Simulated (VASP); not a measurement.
A VASP calculation is set up with these files.

**POSCAR**
```
Cd
1
    1.4764355946    -2.5572618312     0.0000000000
    1.4764355946     2.5572618312     0.0000000000
    0.0000000000     0.0000000000     5.1562862378
Cd
2
Direct
  0.3333330000   0.6666670000   0.2500000000
  0.6666670000   0.3333330000   0.7500000000
```

**INCAR**
```
SYSTEM = Cd
PREC = Accurate; ENCUT = 500; LREAL = .False.
LASPH = .True.
EDIFF = 1E-6; NELM = 100; ALGO = Normal
LMAXMIX = 4
ISMEAR = 1; SIGMA = 0.1
GGA = PS
IBRION = 2; NSW = 40; ISIF = 3
EDIFFG = -0.02; PSTRESS = 100
LWAVE = .False.; LCHARG = .False.
```

**KPOINTS**
```
K-points
0
gamma
  14 14 7
0 0 0
```

POTCAR, in this order: Cd (PBE.64 set). Program: vasp_std.

Q: Translate this PBEsol calculation to Ansatz.

A: One equivalent input (not run):
Ansatz 0.2 input:
```yaml
crystal:
  lattice:
    - [1.4764356, -2.5572618, 0.0000000]
    - [1.4764356, 2.5572618, 0.0000000]
    - [0.0000000, 0.0000000, 5.1562862]
  atoms:
    - { symbol: Cd, position: [0.3333330, 0.6666670, 0.2500000] }
    - { symbol: Cd, position: [0.6666670, 0.3333330, 0.7500000] }
kpoints:
  mp_grid: { grid: [14, 14, 7] }
hamiltonian:
  xc: pbesol
  pseudopotentials: { kind: paw }
scf:
  occupations: { method: methfessel_paxton, width: 0.1 }
  max_iter: 100
relax:
  max_steps: 40
  f_tol: 0.02
  cell: { p_target: 10 }
output: { forces: true, stress: true, eigenvalues: true }
```
Limits of the translation: each code has its own PAW files, so the cut-off isn't converted (ENCUT is set for VASP's; basis.ecutwfc is left out, and Ansatz then takes the one that its files recommend); Ansatz stops its SCF on the density residual and VASP on the energy change (EDIFF).

The compound is Cd in the hcp structure. This run relaxes it under an external pressure of 10 GPa. Symmetry was kept, so distortions that lower it aren't found.
